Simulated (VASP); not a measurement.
Here is the system:

```
FeSi
1.0
    4.26247     0.00000     0.00000
    0.00000     4.26247     0.00000
    0.00000     0.00000     4.26247
Fe Si
4 4
Cartesian
  3.66294   2.73076   1.53171
  1.53171   3.66294   2.73076
  0.59953   0.59953   0.59953
  2.73076   1.53171   3.66294
  0.67080   1.46043   2.80204
  2.80204   0.67080   1.46043
  3.59167   3.59167   3.59167
  1.46043   2.80204   0.67080
```

Method: PBEsol GGA, VASP's PBE PAW potentials (set 64) (plane waves; VASP). Run with 500 eV cut-off, 5×5×5 Γ-centred mesh, Gaussian smearing of 0.050 eV, potentials Fe Si.

What does the run give for the energy per atom (σ→0), pressure?

```json
{
  "energy per atom (σ→0)": "-7.891 eV/atom",
  "pressure": "30.18 GPa"
}
```

Only differences to runs with the same potentials and settings are physical.

The compound is FeSi in the B20 structure. It was relaxed first under an external pressure of 30 GPa. The run is not spin-polarised, so no magnetic state was tried.
